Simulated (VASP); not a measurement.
Band gaps of AlAs (zinc blende) from VASP (PAW), without and with spin-orbit coupling. Semilocal levels are at their own relaxed cell, hybrids and mBJ at PBE's; 0.00 means no gap at that level.  mBJ is a potential without an energy functional, so only the levels count.

The cell of the PBE run:

Space group F-43m (No. 216); a = 5.732 Å, b = 5.732 Å, c = 5.732 Å, α = 90.00°, β = 90.00°, γ = 90.00°

```csv
atom,site,symmetry,x,y,z
Al,4a,-43m,0.0000,0.0000,0.0000
As,4d,-43m,0.7500,0.7500,0.7500
```
(The calculation used a cell of 2 atoms; values per cell refer to that cell.)

| level | gap without SOC (eV) | gap with SOC (eV) | shift (eV) |
|---|---|---|---|
| PBE | 1.50 | … | … |
| PBEsol | 1.34 | 1.24 | -0.10 |
| mBJ (TB09) | 2.23 | … | … |
| HSE06 | 2.16 | 2.06 | -0.10 |

Task: What belongs in the gaps?

Result: 
- PBE, gap with SOC (eV): 1.40
- PBE, shift (eV): -0.10
- mBJ (TB09), gap with SOC (eV): 2.14
- mBJ (TB09), shift (eV): -0.09

Only levels that ran to the end are used. Left out are those held back, those with too coarse a band path, GW runs whose mesh misses a band edge, hybrids' fits of cells that aren't cubic and levels without matching references; a question may draw on a part of the rest.

The compound is AlAs in the zinc blende structure.
